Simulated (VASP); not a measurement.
GaBiSe4:

```xyz
6
Lattice="5.9000 0.0000 0.0000 0.0000 3.9000 0.0000 0.0000 0.0000 6.7500" Properties=species:S:1:pos:R:3 pbc="T T T"
Ga    0.0000    0.0000    0.0000
Bi    0.0000    1.9500    3.3750
Se    1.4750    1.9500    5.6227
Se    4.4250    1.9500    1.1273
Se    4.4250    0.0000    4.5023
Se    1.4750    0.0000    2.2477
```

The cell was built by a generator and needn't be a form met in nature.

```yaml
Program: VASP 6.6.1
Task: relaxation of cell and atoms
Functional: PBE
Potentials_or_basis: VASP PAW PBE potentials, release 64 (Ga_d, Bi_d, Se)
Cutoff: 520 eV
k_mesh: 3 × 4 × 2
Occupations: gaussian, width 0.15 eV
Spin: no spin polarisation
```

At the start: pressure 4.6 GPa; volume 25.89 Å³/atom.

**Question.** Where does the relaxation end?

**Answer.** Over 12 steps the energy falls by 109.7 meV/atom and the volume is 26.62 Å³/atom (+2.8 %); space group P2/m (No. 10, to 0.05 Å).

The path:
| step | energy change (eV) | largest force (eV/Å) | pressure (GPa) | volume (Å³) |
| --- | --- | --- | --- | --- |
| 1 | 0.0000 | 1.8941 | 4.60 | 155.32 |
| 2 | -0.3455 | 0.7007 | -2.99 | 172.61 |
| 3 | -0.3714 | 0.7276 | -1.69 | 168.57 |
| 4 | -0.5173 | 0.5650 | -1.04 | 164.85 |
| 5 | -0.6403 | 0.1876 | 1.04 | 156.72 |
| 6 | -0.6418 | 0.2133 | 0.76 | 157.57 |
| 7 | -0.6530 | 0.1717 | -0.31 | 160.38 |
| 8 | -0.6534 | 0.1491 | -0.08 | 159.99 |
| 9 | -0.6533 | 0.1582 | -0.24 | 160.09 |
| 10 | -0.6534 | 0.1539 | -0.31 | 160.04 |
| 11 | -0.6575 | 0.0908 | -0.01 | 159.79 |
| 12 | -0.6579 | 0.0672 | 0.12 | 159.71 |

Final structure:
```
Ga Bi Se
1.0
     6.17289    0.00000    0.03537
     0.00000    3.96110    0.00000
     0.03772    0.00000    6.53193
Ga Bi Se
1 1 4
Direct
  0.00000 0.00000 0.00000
  0.00000 0.50000 0.50000
  0.24953 0.50000 0.86398
  0.75047 0.50000 0.13602
  0.73278 0.00000 0.69530
  0.26722 0.00000 0.30470
```

Caveat: the k mesh is coarse (spacing up to 0.47 Å⁻¹), so the values aren't converged; this functional lacks dispersion, which binds the layers, so the pressure and a relaxed spacing across them are unreliable.
